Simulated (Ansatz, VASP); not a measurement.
# Ta: VASP beside Ansatz

Wanted: the spread between two codes on one cell, functional and k mesh. Of the first pair: The cell is taken from a series of runs on this material, whose earlier steps may have relaxed, scaled, displaced or heated it; both programs get it as it stands.

Method: plane waves, with VASP 6.6.1 beside it; single point at PBEsol, in Ansatz 0.2.0.

### 1. Set-up

The cell holds 6 atoms: 6 Ta. Its edges and angles: a = 2.860 Å, b = 4.671 Å, c = 24.676 Å, α = 90.0°, β = 90.0°, γ = 144.7°. It derives from Ta. As first built, before any earlier steps moved the atoms (in the runner's words): stoichiometric True; symmetric True. Vacuum lies along c.

### 2. VASP: single point, PBEsol, pair 1

A single point gives forces, pressure and levels at one fixed geometry, so differences don't come from the geometry; what else differs is listed under the comparison.

Lines of VASP's logs that name or quote its potential files are left out, and so is its time.

Input file INCAR:

```
SYSTEM = Ta
PREC = Accurate
ENCUT = 400
EDIFF = 1E-06
NELM = 120
ISMEAR = -1
SIGMA = 0.05
LREAL = .FALSE.
ALGO = Normal
GGA = PS
NBANDS = 40
LASPH = .TRUE.
LORBIT = 11
LWAVE = .FALSE.
LCHARG = .FALSE.
ISIF = 2
GGA_COMPAT = .FALSE.
KPAR = 2
```

Input file POSCAR:

```
Ta
1.0
    2.8601008575      0.0000000000      0.0000000000
   -3.8134678100      2.6965289483      0.0000000000
    0.0000000000      0.0000000000     24.6763128564
Ta
6
Direct
    0.0000000000      0.0000000000      0.7299146856
    0.0000000000      0.5000000000      0.6405972423
    0.0000000000      0.0000000000      0.5473178990
    0.0000000000      0.5000000000      0.4526821010
    0.0000000000      0.0000000000      0.3594027577
    0.0000000000      0.5000000000      0.2700853144
```

Input file KPOINTS:

```
Automatic mesh
0
Gamma
22 22 1
0 0 0
```

Potentials, in the order of the species: Ta_pv (PBE family, release 64).

On the command line:

```bash
$ mpirun -np 2 vasp_std
```

Numbers of over 12 decimals in the logs are rounded to 6 here.

Log:

```text
[banner, memory and clock lines left out]
running    2 mpi-ranks, on    1 nodes
 distrk:  each k-point on    1 cores,    2 groups
 distr:  one band on    1 cores,    1 groups

 POSCAR found type information on POSCAR Ta
 POSCAR found :  1 types and       6 ions
|                                                                             |
|               ----> ADVICE to this user running VASP <----                  |
|                                                                             |
|     You enforced a specific xc type in the INCAR file but a different       |
|     [... a line on the potential file left out ...]
|     I HOPE YOU KNOW WHAT YOU ARE DOING!                                     |
|                                                                             |

 LDA part: xc-table for (Slater+PW92), standard interpolation
 POSCAR, INCAR and KPOINTS ok, starting setup
 FFT: planning ... GRIDC
 FFT: planning ... GRID_SOFT
 FFT: planning ... GRID
 WAVECAR not read
 entering main loop
       N       E                     dE             d eps       ncg     rms          rms(c)
DAV:   1     0.541731936726E+03    0.54173E+03   -0.34287E+04 13208   0.130E+03
DAV:   2    -0.538588773500E+02   -0.59559E+03   -0.58243E+03 12224   0.400E+02
DAV:   3    -0.777137364105E+02   -0.23855E+02   -0.22887E+02 14168   0.697E+01
DAV:   4    -0.785369830159E+02   -0.82325E+00   -0.80406E+00 14080   0.120E+01
DAV:   5    -0.785686541961E+02   -0.31671E-01   -0.31484E-01 14744   0.198E+00    0.345E+01
DAV:   6    -0.109353601608E+03   -0.30785E+02   -0.21977E+02 15752   0.725E+01    0.255E+01
DAV:   7    -0.840149779211E+02    0.25339E+02   -0.49669E+02 16592   0.485E+01    0.212E+01
DAV:   8    -0.770495662306E+02    0.69654E+01   -0.83519E+01 13672   0.287E+01    0.967E+00
DAV:   9    -0.730210393019E+02    0.40285E+01   -0.17358E+01 14224   0.145E+01    0.437E+00
DAV:  10    -0.730390382229E+02   -0.17999E-01   -0.15413E+00 14040   0.518E+00    0.348E+00
DAV:  11    -0.730374044414E+02    0.16338E-02   -0.13674E-01 14160   0.256E+00    0.306E+00
DAV:  12    -0.728652756898E+02    0.17213E+00   -0.26785E-01 13752   0.290E+00    0.178E+00
DAV:  13    -0.728369561364E+02    0.28320E-01   -0.74937E-02 13960   0.155E+00    0.868E-01
DAV:  14    -0.728311608414E+02    0.57953E-02   -0.18064E-02 15424   0.989E-01    0.543E-01
[...]
DAV:  19    -0.728289475970E+02   -0.29989E-04   -0.23167E-04 14000   0.995E-02    0.155E-02
DAV:  20    -0.728290828380E+02   -0.13524E-03   -0.29332E-05 12768   0.400E-02    0.113E-02
DAV:  21    -0.728292508145E+02   -0.16798E-03   -0.35119E-05 10136   0.180E-02    0.798E-03
DAV:  22    -0.728293215417E+02   -0.70727E-04   -0.10712E-05 11128   0.182E-02    0.436E-03
DAV:  23    -0.728293502750E+02   -0.28733E-04   -0.36476E-06  9696   0.669E-03    0.411E-03
DAV:  24    -0.728293603525E+02   -0.10078E-04   -0.83528E-07  7944   0.533E-03    0.110E-03
DAV:  25    -0.728293617675E+02   -0.14150E-05   -0.13937E-07  7600   0.185E-03    0.835E-04
DAV:  26    -0.728293625234E+02   -0.75589E-06   -0.67497E-08  7312   0.937E-04
   1 F= -.72829363E+02 E0= -.72797766E+02  d E =-.631923E-01
```

From OUTCAR (step 2):

```text
ion  position               nearest neighbor table
   1  0.000  0.000  0.730-   2 2.75   2 2.75   2 3.21   2 3.21
   2  0.000  0.500  0.641-   1 2.75   1 2.75   3 2.83   3 2.83   1 3.21   1 3.21   3 3.28   3 3.28

  LATTYP: Found a base centered orthorhombic cell.
 ALAT       =     3.3025600000
 B/A-ratio  =     1.4142135624
 C/A-ratio  =     7.4718741996

 Subroutine GETGRP returns: Found  8 space group operations
 (whereof  4 operations were pure point group operations)

The static configuration has the point symmetry C_2v.
 The point group associated with its full space group is D_2h.

 Found    133 irreducible k-points:

   k-points           NKPTS =    133   k-points in BZ     NKDIM =    133   number of bands    NBANDS=     40

   dimension x,y,z NGX =    20 NGY =   30 NGZ =  162
   dimension x,y,z NGXF=    40 NGYF=   60 NGZF=  324

   ENCUT  =  400.0 eV  29.40 Ry    5.42 a.u.   4.66  7.62 40.24*2*pi/ulx,y,z

   NELECT =      66.0000    total number of electrons

 k-points in reciprocal lattice and weights: Automatic mesh
   0.00000000  0.00000000  0.00000000       0.002
   0.04545455  0.00000000  0.00000000       0.004
   0.09090909  0.00000000  0.00000000       0.004
   0.13636364  0.00000000  0.00000000       0.004
   0.18181818  0.00000000  0.00000000       0.004
   0.22727273  0.00000000  0.00000000       0.004
   0.27272727  0.00000000  0.00000000       0.004
   0.31818182  0.00000000  0.00000000       0.004
   0.36363636  0.00000000  0.00000000       0.004
[...]
0.18181818  0.50000000  0.00000000       0.008
   0.22727273  0.50000000  0.00000000       0.008

 average (electrostatic) potential at core
       1 -40.8833       2 -40.4281       3 -40.4318       4 -40.4318       5 -40.4281
       6 -40.8833

 E-fermi :   1.1109

 k-point     1 :       0.0000    0.0000    0.0000
  band No.  band energies     occupation
    ...
     26      -0.4018      2.00000
     27       0.1358      2.00000
     28       0.6188      1.99989
     29       0.7278      1.99906
     30       0.7359      1.99889
     31       1.3400      0.02027
     32       1.3455      0.01819
     33       1.5345      0.00042
     34       1.7429      0.00001
     35       1.8116      0.00000
    ...

 k-point     2 :       0.0455    0.0000    0.0000
  band No.  band energies     occupation
    ...
     27       0.0729      2.00000
     28       0.4952      1.99999
     29       0.6402      1.99984
     30       0.6561      1.99978
     31       1.0823      1.27916
     32       1.2699      0.07987
     33       1.3708      0.01100
     34       1.6956      0.00002
     35       1.7884      0.00000
     36       1.8347      0.00000
    ...

 k-point     3 :       0.0909    0.0000    0.0000
  band No.  band energies     occupation
    ...
     28       0.1879      2.00000
     29       0.3868      2.00000
     30       0.4579      2.00000
     31       0.6224      1.99989
     32       1.0830      1.27185
     33       1.1685      0.48041
     34       1.3854      0.00823
     35       1.5845      0.00015
     36       1.9201      0.00000
     37       1.9759      0.00000
    ...

  Total       -4.0082032     -3.8473913     -0.3796381      0.2274223      0.0000000      0.0000000
  in kB      -33.7437702    -32.3899470     -3.1960510      1.9145952      0.0000000      0.0000000
  external PRESSURE =     -23.1099227 kB  Pullay stress =       0.0000000 kB

  energy-cutoff  :      400.00
  volume of cell :      190.31
      direct lattice vectors                 reciprocal lattice vectors
     2.860100857  0.000000000  0.000000000     0.349638020  0.494462829  0.000000000
    -3.813467810  2.696528948  0.000000000     0.000000000  0.370847122  0.000000000
     0.000000000  0.000000000 24.676312856     0.000000000  0.000000000  0.040524693

 POSITION                                       TOTAL-FORCE (eV/Angst)
 -----------------------------------------------------------------------------------
      0.00000      0.00000     18.01160         0.000000      0.000000      0.000310
     -1.90673      1.34826     15.80758         0.000000      0.000000      0.010928
      0.00000      0.00000     13.50579         0.000000      0.000000     -0.167841
     -1.90673      1.34826     11.17053         0.000000      0.000000      0.167841
      0.00000      0.00000      8.86873         0.000000      0.000000     -0.010928
     -1.90673      1.34826      6.66471         0.000000      0.000000     -0.000310
 -----------------------------------------------------------------------------------
    total drift:                               -0.000000      0.000000      0.000000

  FREE ENERGIE OF THE ION-ELECTRON SYSTEM (eV)
  ---------------------------------------------------
  free  energy   TOTEN  =       -72.8293625234 eV

  energy  without entropy=      -72.7661702584  energy(sigma->0) =      -72.79776639

 total charge
# of ion       s       p       d       tot
------------------------------------------
    1        0.383   6.096   2.417   8.895
    2        0.379   6.183   2.435   8.996
    3        0.371   6.174   2.401   8.947
    4        0.371   6.174   2.401   8.947
    5        0.379   6.183   2.435   8.996
    6        0.383   6.096   2.417   8.895
--------------------------------------------------
tot          2.265  36.905  14.507  53.677

[... 3 further parts left out ...]
```

### 3. Ansatz: single point, PBEsol, pair 1

Ansatz runs on its PAW soft_1 files.

The same cell, functional, mesh and smearing now go to Ansatz, which takes its cutoff from its data sets.

Input file input.yaml:

```yaml
crystal:
  lattice:
    - [2.8601008575, 0.0, 0.0]
    - [-3.81346781, 2.6965289483, 0.0]
    - [0.0, 0.0, 24.6763128564]
  atoms:
    - { symbol: Ta, position: [1.0, 1.0, 0.7299146856] }
    - { symbol: Ta, position: [1.0, 0.5, 0.6405972423] }
    - { symbol: Ta, position: [1.0, 1.0, 0.547317899] }
    - { symbol: Ta, position: [1.0, 0.5, 0.452682101] }
    - { symbol: Ta, position: [1.0, 1.0, 0.3594027577] }
    - { symbol: Ta, position: [1.0, 0.5, 0.2700853144] }
kpoints:
  mp_grid: { grid: [22, 22, 1] }
scf:
  occupations: { method: fermi_dirac, width: 0.05 }
  n_extra_bands: 8
hamiltonian:
  xc: pbesol
  pseudopotentials: { kind: paw, azcp: { folder: soft_1 }, xc_functional: pbe }
output:
  forces: true
  write_potential: true
  volumetric_format: []
  dos:
    projected: true
    de: 0.05
    e_range: [-30, 12]
    method: { smearing: { sigma: 0.15, scheme: gaussian } }
  eigenstates:
    kpoints:
      - [0.5, 0.0, 0.0]
      - [0.45833333, 0.0, 0.0]
      - [0.41666667, 0.0, 0.0]
      - [0.375, 0.0, 0.0]
      - [0.33333333, 0.0, 0.0]
      - [0.29166667, 0.0, 0.0]
      - [0.25, 0.0, 0.0]
      - [0.20833333, 0.0, 0.0]
      - [0.16666667, 0.0, 0.0]
      - [0.125, 0.0, 0.0]
      - [0.08333333, 0.0, 0.0]
      - [0.04166667, 0.0, 0.0]
      - [0.0, 0.0, 0.0]
      - [0.0, 0.0625, 0.0]
      - [0.0, 0.125, 0.0]
      - [0.0, 0.1875, 0.0]
      - [0.0, 0.25, 0.0]
      - [0.0, 0.3125, 0.0]
      - [0.0, 0.375, 0.0]
      - [0.0, 0.4375, 0.0]
      - [0.0, 0.5, 0.0]
      - [0.475, 0.475, 0.0]
      - [0.45, 0.45, 0.0]
      - [0.425, 0.425, 0.0]
      - [0.4, 0.4, 0.0]
      - [0.375, 0.375, 0.0]
      - [0.35, 0.35, 0.0]
      - [0.325, 0.325, 0.0]
      - [0.3, 0.3, 0.0]
      - [0.275, 0.275, 0.0]
      - [0.25, 0.25, 0.0]
      - [0.225, 0.225, 0.0]
      - [0.2, 0.2, 0.0]
      - [0.175, 0.175, 0.0]
      - [0.15, 0.15, 0.0]
      - [0.125, 0.125, 0.0]
      - [0.1, 0.1, 0.0]
      - [0.075, 0.075, 0.0]
      - [0.05, 0.05, 0.0]
      - [0.025, 0.025, 0.0]
    e_range: [-8.0, 4.0]
    unfold:
      supercell_matrix: [[1, 0, 0], [0, 1, 0], [0, 0, 1]]
      layers:
        axis: 3
        edges: [0.107987, 0.406042, 0.406142, 0.593857, 0.593957, 0.892013]
```

On the command line:

```bash
$ ansatz run input.yaml --threads 4 --pin off --max-ram 14336MiB --backend cpu --events-out ev --progress --plain --runs-dir out
```

Log:

```text
scf.n_extra_bands = 8 over 39 filled bands (N_el = 78.0): the run solves 47 bands
Engine: ansatz 0.2.0, x86_64-unknown-linux-gnu
Pseudopotentials: kind: paw
Pseudopotential: Ta, paw, valence charge 13, recommended cutoff 420 eV (normal), soft_1/Ta.paw.azcp
Functional definition: PBEsol
  exchange = pbesol_x
  correlation = pbesol_c
Crystal: 6 atoms, lattice volume = 190.312 Å³
Basis set: ecut = 420 eV, 3733 PW (Γ), exchange–correlation on 40×64×360 points (8 copies of the dense FFT grid, shifted against one another)
Bands: 47, of which v1, the nominal top of the filled ones, is band 39 counted from 1 (38 counted from 0)
Symmetry: 8 space group operations
Space group: Cmme (ITA 67), of the structure as read, at distance tolerance 5.8e-5 Å
k-points: 133 of 484
Non-local potential: Ta, projectors of the file, l = 0: 3, l = 1: 2, l = 2: 2, l = 3: 1
PAW form: soft (Blöchl's): semilocal exchange-correlation on the pseudo side does not see the compensation charge
PAW frozen core: Ta, regenerated for the run's functional, and the local potential with it (the file was generated under x = pbe(κ = 0.804, μ = 0.219515), c = pbe(β = 0.066725))
PAW one-centre angular grid: Ta, 590 points (default); XC on 64 Gauss nodes
Initial density: superposition of atomic densities (neutral atoms: chi_scale 0, normalization atom)
Initial wavefunctions: pseudopotential atomic-orbital guess
Functional: x = pbesol(κ = 0.804, μ = 0.123457), c = pbesol(β = 0.046)
SCF iter   1: F=—  HF=-58845.971856 eV  |F-HF|=—  |Δ(HF+E_count)|=         —  Δρ=5.02e-2  dr2=1.01e2  ethr=3.10e-3  ⟨swp⟩=9.3  Hψ=30235  notcnv=0  defer=8
preconditioner: auto → LDOS  [metal: Δε(μ)=0.007 eV  Ē_g=4.499 eV  σ=0.050 eV  W_gap=0.03  n_scr=30 (ndim 8)  ℏωp=14.7 eV  f_vac=0.374  D(μ)=4.86/eV (n_scr^D=16)  β→1.0]
SCF iter   2: F=—  HF=-58845.267130 eV  |F-HF|=—  |Δ(HF+E_count)|=   7.05e-1  Δρ=4.22e-2  dr2=9.01e1  ethr=3.10e-3  ⟨swp⟩=7.7  Hψ=21599  notcnv=0  defer=169
SCF iter   3: F=—  HF=-58841.988653 eV  |F-HF|=—  |Δ(HF+E_count)|=    3.28e0  Δρ=7.07e-3  dr2=4.37e-1  ethr=3.10e-3  ⟨swp⟩=6.0  Hψ=17011  notcnv=0  defer=72
SCF iter   4: F=—  HF=-58841.957897 eV  |F-HF|=—  |Δ(HF+E_count)|=   3.08e-2  Δρ=2.18e-3  dr2=1.89e-2  ethr=5.60e-4  ⟨swp⟩=3.3  Hψ=10403  notcnv=0  defer=104
SCF iter   5: F=—  HF=-58841.957059 eV  |F-HF|=—  |Δ(HF+E_count)|=   8.38e-4  Δρ=6.62e-4  dr2=4.94e-3  ethr=2.42e-5  ⟨swp⟩=2.2  Hψ=8912  notcnv=0  defer=101
SCF iter   6: F=—  HF=-58841.956936 eV  |F-HF|=—  |Δ(HF+E_count)|=   1.23e-4  Δρ=2.33e-4  dr2=1.98e-4  ethr=6.33e-6  ⟨swp⟩=2.2  Hψ=8222  notcnv=0  defer=101
SCF iter   7: F=—  HF=-58841.956912 eV  |F-HF|=—  |Δ(HF+E_count)|=   2.40e-5  Δρ=6.69e-5  dr2=2.41e-5  ethr=2.54e-7  ⟨swp⟩=3.2  Hψ=11669  notcnv=0  defer=99
SCF iter   8: F=—  HF=-58841.956727 eV  |F-HF|=—  |Δ(HF+E_count)|=   1.85e-4  Δρ=2.00e-5  dr2=2.49e-6  ethr=3.09e-8  ⟨swp⟩=2.1  Hψ=7839  notcnv=0  defer=99
SCF iter   9: F=—  HF=-58841.956727 eV  |F-HF|=—  |Δ(HF+E_count)|=   1.74e-7  Δρ=6.46e-6  dr2=1.77e-7  ethr=3.20e-9  ⟨swp⟩=2.2  Hψ=8332  notcnv=0  defer=99
SCF iter  10: F=-58841.956727 eV  HF=-58841.956727 eV  |F-HF|=2.27e-9  |Δ(HF+E_count)|=   3.16e-8  Δρ=1.42e-6  dr2=9.34e-9  ethr=1.28e-10  ⟨swp⟩=21.9  Hψ=56294  notcnv=0
SCF 1 converged in 10 iterations: F = -58841.956727 eV  dr2 = 9.34e-9
  greatest PAW one-centre occupation: 0.999 electrons in one spin orbital (limit 2), on the Ta atom at site 4 (counted from 0), in its partial waves of l = 0
NSCF: frozen V_eff on 40 k-points
WARN: The output density's exchange-correlation potential varies sharply where the density is thin. Do not read a vacuum level from v_tot or v_xc, or from such a field of the output density. On a cell that repeats whose density bears no net charge and no dipole along the vacuum's axis use v_es (v_loc + v_h of the components); under efield.dipole_correction with no amplitude use v_es + v_field, which holds any externa [...]
SCF converged after 10 iterations
Free energy (F): -58841.956727 eV
Harris-Foulkes:  -58841.956727 eV  (|F-HF|=2.27e-9)
Internal energy: -58841.893512 eV  (E = F + TS)
E sigma→0 (E₀):  -58841.925119 eV
Entropy (-TS):   -0.063215 eV (-10.536 meV/atom)
Fermi energy:    8.500136 eV
--- Per-component energies (eV) ---
  E_band       = -1415.526830
  E_kinetic    = 2360.722759
  E_local      = -62575.021722  (includes V_loc(G=0)·N_el)
  E_nonlocal   = -51.859944
  E_hartree    = 30439.112646
  E_xc         = -1910.866804
  E_vxc        = -1398.207130  (∫ρ·V_xc dr)
  E_paw        = -49087.460113  (= ΣΔE_a)
  E_vpaw       = -629.361867  (= ΣTr[D̂ρ^β])
  E_aug_tail   = 0.000601  (compensation charges beyond the density's cutoff)
  E_ewald      = 21982.196787
  E_core_change = 1.282277  (= ΣΔE_core)
  E_smearing   = -0.063215  (= −TS)
  E_closure    = 0.000000  (closes the sum)
  Σ components = -58841.956727   (vs F -58841.956727, Δ=0.00e0)
--- Forces (eV/Å), atoms counted from 1 ---
  atom   1  Ta     0.00000000     0.00000000    -0.01046636
  atom   2  Ta     0.00000000    -0.00000000     0.00888655
  atom   3  Ta     0.00000000     0.00000000    -0.16409687
  atom   4  Ta     0.00000000    -0.00000000     0.16409687
  atom   5  Ta     0.00000000     0.00000000    -0.00888655
  atom   6  Ta     0.00000000    -0.00000000     0.01046636
  max |Σ_I F_I| component: 5.20e-18 eV/Å
--- Band table (eV; the first three rows and the last of 133) ---
  k-point 0: bands = [... 35 lower, 8.1250, 8.7279, 8.7352, 8.9244, 9.1338, 9.2027, 9.2049, 9.5712, ... 4 higher]
  k-point 1: bands = [... 35 lower, 8.1268, 8.6471, 8.7302, 8.8690, 9.1154, 9.2071, 9.2154, 9.4989, ... 4 higher]
  k-point 2: bands = [... 35 lower, 8.1245, 8.4497, 8.6483, 8.7908, 8.9911, 9.1441, 9.3194, 9.4208, ... 4 higher]
  k-point 132: bands = [... 35 lower, 7.5201, 8.7785, 8.8260, 10.3083, 10.4459, 10.5529, 10.6571, 10.8092, ... 4 higher]
```

In the SCF lines HF is the Harris–Foulkes energy and dr2 the Hartree energy of the density residual, in eV; the loop may stop once dr2 is under the threshold and the program's other checks hold. Hψ counts applications of the Hamiltonian.

### 4. Side by side

Known differences besides the potentials themselves: the data sets hold 78 valence electrons in Ansatz (on its PAW soft_1 files) and 66 in VASP; the cutoff is 420 eV in Ansatz and 400 eV in VASP; Ansatz makes its cores anew for this functional, VASP keeps those of its PBE data sets. Total energies have different zeros and are not compared.

Forces (eV/Å; atoms numbered as in POSCAR):

| atom | Ansatz x, y, z | VASP x, y, z |
| --- | --- | --- |
| Ta1 | 0.000, 0.000, -0.010 | 0.000, 0.000, 0.000 |
| Ta2 | 0.000, 0.000, 0.009 | 0.000, 0.000, 0.011 |
| Ta3 | 0.000, 0.000, -0.164 | 0.000, 0.000, -0.168 |
| Ta4 | 0.000, 0.000, 0.164 | 0.000, 0.000, 0.168 |
| Ta5 | 0.000, 0.000, -0.009 | 0.000, 0.000, -0.011 |
| Ta6 | 0.000, 0.000, 0.010 | 0.000, 0.000, 0.000 |

The forces differ by 3.9 meV/Å r.m.s., which is 6.9 % of the r.m.s. force of 0.056 eV/Å (both taken over all components). With vacuum in the cell, a pressure given here is an average over mostly empty space and none of the material.

### 5. Ansatz: relaxation, PBEsol

The two programs are compared at the cell with which this relaxation starts, whose forces are those of its first step.

The structure compared here is the start of the Ansatz relaxation; VASP solves that cell, so the two are compared at the walk's first step.

input.yaml, the sections that differ from step 3:

```yaml
crystal:
  lattice:
    - [2.8601008575, 0.0, 0.0]
    - [-3.81346781, 2.6965289483, 0.0]
    - [0.0, 0.0, 24.6763128564]
  atoms:
    - { symbol: Ta, position: [1.0, 1.0, 0.736589496] }
    - { symbol: Ta, position: [1.0, 0.5, 0.641953698] }
    - { symbol: Ta, position: [1.0, 1.0, 0.547317899] }
    - { symbol: Ta, position: [1.0, 0.5, 0.452682101] }
    - { symbol: Ta, position: [1.0, 1.0, 0.358046302] }
    - { symbol: Ta, position: [1.0, 0.5, 0.263410504] }
kpoints:
  mp_grid: { grid: [18, 18, 1] }
output:
  forces: true
  write_potential: true
  volumetric_format: []
relax:
  f_tol: 0.03
  max_steps: 45
  constraints: [{ sites: [2, 3] }]
# scf, hamiltonian: as in step 3
```

Log:

```text
[...]
Crystal: 6 atoms, lattice volume = 190.312 Å³
Basis set: ecut = 420 eV, 3733 PW (Γ), exchange–correlation on 40×64×360 points (8 copies of the dense FFT grid, shifted against one another)
Bands: 47, of which v1, the nominal top of the filled ones, is band 39 counted from 1 (38 counted from 0)
Symmetry: 8 space group operations
[...]
k-points: 91 of 324
[...]
--- Relaxed structure (5 steps of the walk, 5 accepted, 0 SCFs on fresh bases) ---
  F+E_penalty+E_count = -58841.95651052 eV   max|allowed force component| = 4.586e-3 eV/Å
  atoms:
    - { symbol: Ta, position: [1.0, 1.000000, 0.729915] }
    - { symbol: Ta, position: [1.0, 0.500000, 0.640597] }
    - { symbol: Ta, position: [1.0, 1.000000, 0.547318] }
    - { symbol: Ta, position: [1.0, 0.500000, 0.452682] }
    - { symbol: Ta, position: [1.0, 1.000000, 0.359403] }
    - { symbol: Ta, position: [1.0, 0.500000, 0.270085] }
[key lines of the parts left out:]
SCF converged after 7 iterations
Free energy (F): -58841.956511 eV
Fermi energy:    8.502123 eV
```

[end of part 1 of 2]

[Lines on the potential files, build, host, timing and source positions are cut from VASP's logs without a mark.]

[Logs are printed without paths, hosts, clocks, repeated set-up lines and the standing remarks that a program may print on its own settings, such as how far it seeks lower states.]

[Hosts, paths, dates, database ids (printed as entryN), source tags and the programs' standing remarks are cut or masked in the printed files.]
